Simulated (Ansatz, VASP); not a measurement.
# AlFe: VASP beside Ansatz, part 2 of 2

One calculation is typed for both programs; each brings its own data sets and cutoff. How far apart do they land? The cell is taken from a series of VASP runs on this material, whose earlier steps may have relaxed, scaled or displaced it; both programs get it as it stands.

VASP 6.6.1 and Ansatz 0.2.0.

So far: Set-up; VASP: relaxation of cell and atoms, LDA.

**3. Ansatz: relaxation of cell and atoms, LDA**

Level of this step: Ansatz beside VASP: Kohn-Sham DFT, plane waves, LDA (Ansatz).

Ansatz runs on its default PAW (the set named soft_2) files.

The same cell, functional (in two slightly different forms), mesh and smearing now go to Ansatz, which takes its cutoff from its data sets.

input.yaml reads:

```yaml
crystal:
  lattice:
    - [2.813262104, 0.0, 0.0]
    - [0.0, 2.813262104, 0.0]
    - [0.0, 0.0, 2.813262104]
  atoms:
    - { symbol: Fe, position: [0.5, 0.5, 0.5], spin: 3.0 }
    - { symbol: Al, position: [0.0, 0.0, 0.0] }
hamiltonian:
  xc: lda
  pseudopotentials: { kind: paw }
magnetization:
  spin_polarized: true
kpoints:
  mp_grid: { grid: [16, 16, 16] }
scf:
  occupations: { method: methfessel_paxton, width: 0.15 }
relax:
  f_tol: 0.01
  max_steps: 60
  cell: { stress_tol: 0.05 }
output:
  forces: true
  stress: true
```

The run is started by

```bash
> ansatz run input.yaml --threads 4 --pin off --max-ram 9216MiB --backend cpu --events-out ev --progress --plain --runs-dir out
```

Numbers of over 12 decimals in the logs are rounded to 6 here.

Output:

```text
Engine: ansatz 0.2.0, aarch64-unknown-linux-gnu
Pseudopotentials: kind: paw
Pseudopotential: Fe, paw, valence charge 16, recommended cutoff 420 eV (normal), Fe.paw.azcp
Pseudopotential: Al, paw, valence charge 3, recommended cutoff 420 eV (normal), Al.paw.azcp
Functional definition: SPW92
  exchange = slater_x
  correlation = pw_c
Crystal: 2 atoms, lattice volume = 22.265 Å³
Basis set: ecut = 420 eV, 461 PW (Γ)
Bands: 15, of which v1, the nominal top of the filled ones, is band 10 counted from 1 (9 counted from 0)
Symmetry: 48 space group operations
Space group: Pm-3m (ITA 221), of the structure as read, at distance tolerance 2.8e-5 Å
Magnetic group: BNS 221.92 (UNI 1594), of the structure as read, at distance tolerance 2.8e-5 Å
k-points: 165 of 4096
Non-local potential: Fe, projectors of the file, l = 0: 3, l = 1: 2, l = 2: 3, l = 3: 1
Non-local potential: Al, projectors of the file, l = 0: 2, l = 1: 2, l = 2: 1
PAW form: soft (Blöchl's): semilocal exchange-correlation on the pseudo side does not see the compensation charge
PAW frozen core: Fe, regenerated for the run's functional, and the local potential with it (the file was generated under x = pbe(κ = 0.804, μ = 0.219515), c = pbe(β = 0.066725))
PAW frozen core: Al, regenerated for the run's functional, and the local potential with it (the file was generated under x = pbe(κ = 0.804, μ = 0.219515), c = pbe(β = 0.066725))
PAW one-centre angular grid: Fe, 590 points (default); XC on 64 Gauss nodes
PAW one-centre angular grid: Al, 110 points (default); XC on 64 Gauss nodes
Initial density: superposition of atomic densities (chi_scale 0.1, normalization cell)
Starting moments: Σ|m| = 3 μB on 1 of 2 sites
Initial wavefunctions: pseudopotential atomic-orbital guess
Functional: x = slater, c = lda
SCF iter   1: F=—  HF=-4932.550228 eV  |F-HF|=—  |Δ(HF+E_count)|=         —  Δρ=8.91e-2 (↑8.91e-2 ↓3.20e-2)  dr2=1.85e0  dr2_m=2.87e-1  M=2.218 μB ∫|m|=2.442 μB  β_m=0.30  ethr=3.10e-3  ⟨swp⟩=4.2  Hψ=22259  notcnv=0
Mixer restart at iter 1: flushing history
preconditioner: auto → none  [metal: Δε(μ)=0.008 eV  Ē_g=9.664 eV  σ=0.150 eV  W_gap=0.03  n_scr=6 (ndim 8)  ℏωp=26.1 eV  f_vac=0.000  D(μ)=2.51/eV (n_scr^D=32)  sad-step TF]
SCF iter   2: F=—  HF=-4931.919341 eV  |F-HF|=—  |Δ(HF+E_count)|=   6.31e-1  Δρ=3.60e-2 (↑3.60e-2 ↓2.65e-2)  dr2=1.46e-1  dr2_m=1.69e-1  M=2.139 μB ∫|m|=2.372 μB  β_m=0.37  ethr=3.10e-3  ⟨swp⟩=2.8  Hψ=11478  notcnv=0  defer=237
SCF iter   3: F=—  HF=-4933.329642 eV  |F-HF|=—  |Δ(HF+E_count)|=         —  Δρ=1.70e-1 (↑1.70e-1 ↓1.08e-1)  dr2=7.02e-1  dr2_m=3.87e0  M=0.863 μB ∫|m|=0.954 μB  β_m=1.00  ethr=7.66e-4  ⟨swp⟩=2.6  Hψ=7930  notcnv=0  defer=240
Mixer restart at iter 3: flushing history
SCF iter   4: F=—  HF=-4935.547396 eV  |F-HF|=—  |Δ(HF+E_count)|=    2.22e0  Δρ=1.59e-1 (↑1.50e-1 ↓1.59e-1)  dr2=1.66e1  dr2_m=1.40e-2  M=0.753 μB ∫|m|=0.869 μB  β_m=0.37  ethr=2.63e-4  ⟨swp⟩=3.8  Hψ=14723  notcnv=0  defer=284
SCF iter   5: F=—  HF=-4935.750238 eV  |F-HF|=—  |Δ(HF+E_count)|=   2.03e-1  Δρ=1.61e-1 (↑1.61e-1 ↓7.18e-2)  dr2=8.54e0  dr2_m=4.43e-1  M=0.362 μB ∫|m|=0.410 μB  β_m=0.29  ethr=2.63e-4  ⟨swp⟩=4.0  Hψ=18080  notcnv=0  defer=319
SCF iter   6: F=—  HF=-4933.623129 eV  |F-HF|=—  |Δ(HF+E_count)|=    2.13e0  Δρ=1.06e-2 (↑1.04e-2 ↓1.06e-2)  dr2=1.28e-2  dr2_m=1.89e-2  M=0.674 μB ∫|m|=0.745 μB  β_m=0.38  ethr=2.63e-4  ⟨swp⟩=3.1  Hψ=14316  notcnv=0  defer=356
SCF iter   7: F=—  HF=-4933.656555 eV  |F-HF|=—  |Δ(HF+E_count)|=   3.34e-2  Δρ=1.18e-2 (↑3.08e-3 ↓1.18e-2)  dr2=2.50e-2  dr2_m=9.62e-3  M=0.658 μB ∫|m|=0.727 μB  β_m=0.43  ethr=6.73e-5  ⟨swp⟩=3.0  Hψ=11414  notcnv=0  defer=343
SCF iter   8: F=—  HF=-4933.679170 eV  |F-HF|=—  |Δ(HF+E_count)|=   2.26e-2  Δρ=4.55e-3 (↑2.89e-3 ↓4.55e-3)  dr2=5.27e-4  dr2_m=2.73e-3  M=0.637 μB ∫|m|=0.700 μB  β_m=0.72  ethr=6.73e-5  ⟨swp⟩=2.0  Hψ=7687  notcnv=0  defer=344
SCF iter   9: F=—  HF=-4933.679446 eV  |F-HF|=—  |Δ(HF+E_count)|=   2.76e-4  Δρ=2.75e-3 (↑1.86e-3 ↓2.75e-3)  dr2=1.82e-4  dr2_m=1.05e-3  M=0.633 μB ∫|m|=0.694 μB  β_m=0.66  ethr=2.77e-6  ⟨swp⟩=2.5  Hψ=8609  notcnv=0  defer=343
SCF iter  10: F=—  HF=-4933.679372 eV  |F-HF|=—  |Δ(HF+E_count)|=   7.39e-5  Δρ=1.05e-3 (↑1.05e-3 ↓9.49e-4)  dr2=1.09e-5  dr2_m=1.99e-4  M=0.629 μB ∫|m|=0.689 μB  β_m=0.83  ethr=9.57e-7  ⟨swp⟩=2.2  Hψ=6989  notcnv=0  defer=345
SCF iter  11: F=—  HF=-4933.679352 eV  |F-HF|=—  |Δ(HF+E_count)|=   2.04e-5  Δρ=1.57e-4 (↑1.37e-4 ↓1.57e-4)  dr2=2.88e-7  dr2_m=4.19e-6  M=0.629 μB ∫|m|=0.687 μB  β_m=0.91  ethr=5.76e-8  ⟨swp⟩=2.3  Hψ=7579  notcnv=0  defer=344
SCF iter  12: F=—  HF=-4933.667664 eV  |F-HF|=—  |Δ(HF+E_count)|=         —  Δρ=1.41e-3 (↑1.41e-3 ↓1.23e-3)  dr2=7.99e-6  dr2_m=3.53e-4  M=0.645 μB ∫|m|=0.703 μB  β_m=0.91  ethr=1.52e-9  ⟨swp⟩=2.5  Hψ=8132  notcnv=0  defer=344
Mixer restart at iter 12: flushing history
iteration 12: the input's own smearing fills from here on; a Gaussian of 0.15 eV has filled iterations ahead of it
SCF iter  13: F=—  HF=-4933.667766 eV  |F-HF|=—  |Δ(HF+E_count)|=   1.01e-4  S|Δr|=    0.00e0  Δρ=1.15e-3 (↑1.90e-4 ↓1.15e-3)  dr2=1.95e-4  dr2_m=8.44e-5  M=0.650 μB ∫|m|=0.709 μB  β_m=0.96  ethr=1.52e-9  ⟨swp⟩=3.2  Hψ=9552  notcnv=0  defer=344
SCF iter  14: F=—  HF=-4933.668481 eV  |F-HF|=—  |Δ(HF+E_count)|=   7.15e-4  S|Δr|=    0.00e0  Δρ=2.85e-3 (↑2.85e-3 ↓2.48e-3)  dr2=5.14e-3  dr2_m=7.86e-6  M=0.649 μB ∫|m|=0.710 μB  β_m=0.39  ethr=1.52e-9  ⟨swp⟩=4.3  Hψ=12612  notcnv=0  defer=344  recentre
SCF iter  15: F=—  HF=-4933.667756 eV  |F-HF|=—  |Δ(HF+E_count)|=   7.24e-4  S|Δr|=    0.00e0  Δρ=2.34e-4 (↑2.18e-4 ↓2.34e-4)  dr2=1.99e-7  dr2_m=1.02e-5  M=0.652 μB ∫|m|=0.712 μB  β_m=0.71  ethr=1.52e-9  ⟨swp⟩=4.0  Hψ=12466  notcnv=0  defer=344
SCF iter  16: F=—  HF=-4933.667759 eV  |F-HF|=—  |Δ(HF+E_count)|=   2.89e-6  S|Δr|=    0.00e0  Δρ=1.59e-5 (↑1.59e-5 ↓8.38e-6)  dr2=4.74e-8  dr2_m=1.94e-8  M=0.653 μB ∫|m|=0.714 μB  β_m=0.85  ethr=5.26e-10  ⟨swp⟩=4.2  Hψ=14952  notcnv=0
SCF iter  17: F=-4933.667759 eV  HF=-4933.667759 eV  |F-HF|=8.93e-10  |Δ(HF+E_count)|=   1.67e-8  S|Δr|=    0.00e0  Δρ=3.41e-6 (↑3.41e-6 ↓2.02e-6)  dr2=1.78e-9  dr2_m=1.08e-9  M=0.653 μB ∫|m|=0.714 μB  ethr=2.49e-10  ⟨swp⟩=2.7  Hψ=11042  notcnv=0
SCF 1 converged in 17 iterations: F = -4933.667759 eV  dr2 = 1.78e-9
  greatest PAW one-centre occupation: 1.002 electrons in one spin orbital (limit 2), on the Fe atom at site 0 (counted from 0), in its partial waves of l = 1
relax step   1: F+E_penalty+E_count = -4933.66775902 eV  Δ(F+E_penalty+E_count) = +0.000e0 eV  max|allowed force component| = 6.552e-29 eV/Å  Δτ_max = 0.0000 Å  P = +0.518 GPa  Ω = 22.265 Å³  (17 SCF iters, dr2 threshold 1.00e-7 eV, accepted)
[...]
relax step   2: F+E_penalty+E_count = -4933.66780660 eV  Δ(F+E_penalty+E_count) = -4.758e-5 eV  max|allowed force component| = 1.801e-29 eV/Å  Δτ_max = 0.0000 Å  P = +0.220 GPa  Ω = 22.297 Å³  energy of the carried Pulay correction = -2.605e-5 eV  (6 SCF iters, dr2 threshold 2.00e-7 eV, accepted)
[...]
relax step   3: F+E_penalty+E_count = -4933.66780359 eV  Δ(F+E_penalty+E_count) = +3.012e-6 eV  max|allowed force component| = 4.234e-29 eV/Å  Δτ_max = 0.0000 Å  P = +0.001 GPa  Ω = 22.321 Å³  energy of the carried Pulay correction = -4.527e-5 eV  (6 SCF iters, dr2 threshold 1.21e-7 eV, accepted)
[...]
relax step   4: F+E_penalty+E_count = -4933.66785236 eV  Δ(F+E_penalty+E_count) = -4.877e-5 eV  max|allowed force component| = 8.283e-30 eV/Å  Δτ_max = 0.0000 Å  P = +0.005 GPa  Ω = 22.321 Å³  stress off target by 5.46e-3 GPa  SCF on the basis re-selected at this cell (its energy is not comparable with the rows above)  (5 SCF iters)
basis re-selected at this cell: Δ(F+E_penalty+E_count) = -4.877e-5 eV, ΔP = +0.005 GPa vs the last step (what re-selecting the basis moved, of the pressure what is left beyond the Pulay correction that the steps carried, after the strain that the cell walked since its last selection, with what the two solves' SCF thresholds leave and, on support functions, any second-order correction that the steps lacked; it is no m [...]
SCF converged after 5 iterations
Stability not checked: this state was not tested for a lower state beside it, because cold or Methfessel-Paxton smearing, or corrected tetrahedra, fill the levels in a way that the test cannot read (fill_not_monotonic; see scf.lower_state_search)
Magnetization: 0.6538 μB (9.8269 up, 9.1731 down)
Absolute magnetization: 0.7158 μB (∫|ρ↑−ρ↓|, with the PAW one-centre terms)
Spin contamination: 0.0047 ħ² per cell (⟨S²⟩ above its minimum at these occupations)
Per-site moments (μB) at R_I (Å): [(0.662313, 1.005834), (-0.017195, 1.005834)]
Free energy (F): -4933.667852 eV
Harris-Foulkes:  -4933.667852 eV  (|F-HF|=6.37e-12)
Internal energy: -4933.669166 eV  (E = F + TS)
E sigma→0 (E₀):  -4933.668181 eV
Entropy (-TS):   0.001314 eV (0.657 meV/atom)
Fermi energy:    14.747775 eV
Step filling:    the computed levels leave a gap of 0.0005 eV = 0.0 smearing widths at the electron count; against every level under it full and every level over it empty, smearing changes F+E_penalty+E_count by -0.336 meV and its σ→0 estimate by -0.665 meV
--- Per-component energies (eV) ---
  E_band       = -231.236574
  E_kinetic    = 385.887895
  E_local      = -2684.986364  (includes V_loc(G=0)·N_el)
  E_nonlocal   = 231.075458
  E_hartree    = 1162.730145
  E_xc         = -160.124858
  E_vxc        = -185.571235  (∫ρ·V_xc dr)
  E_paw        = -1749.194984  (= ΣΔE_a)
  E_vpaw       = -303.103711  (= ΣTr[D̂ρ^β])
  E_aug_tail   = 0.000921  (compensation charges beyond the density's cutoff)
  E_ewald      = -2119.514633
  E_core_change = 0.457252  (= ΣΔE_core)
  E_smearing   = 0.001314  (= −TS)
  E_closure    = 0.000000  (closes the sum)
  Σ components = -4933.667852   (vs F -4933.667852, Δ=0.00e0)
--- Forces (eV/Å), atoms counted from 1 ---
  atom   1  Fe     0.00000000    -0.00000000     0.00000000
  atom   2  Al     0.00000000    -0.00000000     0.00000000
  max |Σ_I F_I| component: 1.89e-29 eV/Å
--- Stress (GPa, compression-positive) ---
        0.005459       0.000000       0.000000
        0.000000       0.005459      -0.000000
        0.000000      -0.000000       0.005459
  P = ⅓ Tr σ = 0.0055 GPa (0.055 kbar)
--- Relaxed structure (3 steps of the walk, 3 accepted, 1 SCFs on fresh bases) ---
  F+E_penalty+E_count = -4933.66785236 eV   max|allowed force component| = 8.283e-30 eV/Å   (the final SCF, on the basis selected at the relaxed cell)
  cell:  # Å, volume = 22.3211 Å³
    - [2.815604, 0, 0]
    - [0, 2.815604, 0.0]
    - [0, 0.0, 2.815604]
  atoms:
    - { symbol: Fe, position: [0.500000, 0.500000, 0.500000] }
    - { symbol: Al, position: [0, 0, 0] }
```

Elapsed: 5.9 s, on 4 threads of Arm Neoverse V2, shared host; peak memory 0.38 GiB.

**4. Differences**

Known differences besides the potentials themselves: the two LDA forms differ slightly; both relaxations stop at a tolerance, which leaves soft axes loose, and VASP keeps its plane-wave basis; the data sets hold 19 valence electrons in Ansatz (default PAW (the set named soft_2) files) and 11 in VASP; the cutoff is 420 eV in Ansatz and 450 eV in VASP; VASP's log shows a relativistic correction to its local exchange, Ansatz's none; Ansatz adds a Pulay correction to the stress that steers its cell, VASP none; site moments are counted in spheres of each program's own size. Total energies have different zeros and are not compared.

Compared:

| quantity | Ansatz | VASP | difference |
| --- | --- | --- | --- |
| volume (Å³) | 22.32 | 22.36 | -0.16 % |
| edge a after relaxation, in the typed setting (Å) | 2.816 | 2.817 | -0.05 % |
| total moment (μB) | 0.65 | 0.64 | +0.01 |
| moment on Fe1 (μB) | 0.66 | 0.65 | +0.01 |

The walks stopped with 0.01 GPa left in Ansatz and 0.02 GPa in VASP; each walk ends within a tolerance, so the volume difference is uncertain by about these residues over the bulk modulus, most in soft cells.

**5. What came out**

| Item | Value |
| --- | --- |
| difference in volume (relaxation of cell and atoms, LDA) | -0.16 % |

**Reading.** The difference in volume is -0.16 % (relaxation of cell and atoms, LDA), within the 1.2 % picked in this series as the mark of a large difference, as far as the stopping tolerances let one tell. Such differences can come from data sets, numerical settings and the points named under the comparisons, not from the functional's error against experiment.

[Lines on the potential files, build, host, timing and source positions are cut from VASP's logs without a mark.]

[Logs are printed without paths, hosts, clocks, repeated set-up lines and the standing remarks that a program may print on its own settings, such as how far it seeks lower states.]

[Hosts, paths, dates, database ids (printed as entryN), source tags and the programs' standing remarks are cut or masked in the printed files.]
